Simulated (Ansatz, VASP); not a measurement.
## InBSe2: VASP beside Ansatz

```
In B Se
1.0
     3.87842    0.00000    0.00000
     0.00000    3.87842    0.00000
     0.00000    0.00000    5.43887
In B Se
1 1 2
Direct
  0.00000 0.00000 0.00000
  0.50000 0.50000 0.50000
  0.00000 0.00000 0.50000
  0.50000 0.50000 0.00000
```

Alike in both runs: functional PBE; k mesh 6 × 6 × 4; occupations gaussian, width 0.1 eV; no spin polarisation.

Ansatz relaxed the structure, and its values are those at the end. VASP's run is a single point on that final structure, the one shown.

```csv
,VASP,Ansatz
version,VASP 6.6.1,Ansatz 0.2.0
potentials or method,"VASP PAW PBE potentials, release 64 (In_d, B, Se)","scalar-relativistic, plane waves, PAW"
plane-wave cutoff (eV),520,420
valence electrons in the cell,28,48
```

|  | VASP | Ansatz | Ansatz less VASP |
| --- | --- | --- | --- |
| gap on the k mesh at the Fermi level (eV) | none | none | - |
| pressure (GPa) | 0.1 | 0.0 | -0.03 |

A gap of «none» marks a metal or a gap that the smearing closes. With one functional, cell and mesh, what is left measures potentials, basis and numerics. The two sets of potentials don't hold the same shells in valence.
